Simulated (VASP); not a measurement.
Consider the following.

```yaml
crystal:
  lattice:
    - [3.82970, 0.00000, 0.00000]
    - [-1.91485, 3.31662, 0.00000]
    - [0.00000, 0.00000, 6.58941]
  atoms:
    - { symbol: Hg, position: [0.00000, 0.00000, 0.00000] }
    - { symbol: Hg, position: [0.00000, 0.00000, 0.50000] }
    - { symbol: S, position: [0.33333, 0.66667, 0.25000] }
    - { symbol: S, position: [0.66667, 0.33333, 0.75000] }
```

The numbers are results of PBEsol GGA, VASP's PBE PAW potentials (set 64) (plane waves; VASP 6.6.1), not measurements. Settings: 400 eV cut-off, 10×10×5 Γ-centred mesh, tetrahedra with Blöchl corrections, potentials Hg S.

Unless said otherwise, spin-orbit coupling is left out, though it shifts the bands of the heavy elements here.

Question: Predict the energy per atom (σ→0), band gap (on the k-mesh) with the smallest direct gap where there is one.

Answer: 
```
Item                                                        Result
------------------------  ----------------------------------------
band gap (on the k-mesh)  none (metal, semimetal or under 0.01 eV)
energy per atom (σ→0)                               -2.429 eV/atom
```

The structure was generated: HgS was put into the NiAs type type (P6_3/mmc), which need not be its known phase. It was relaxed first, which changed the volume by +29 %.
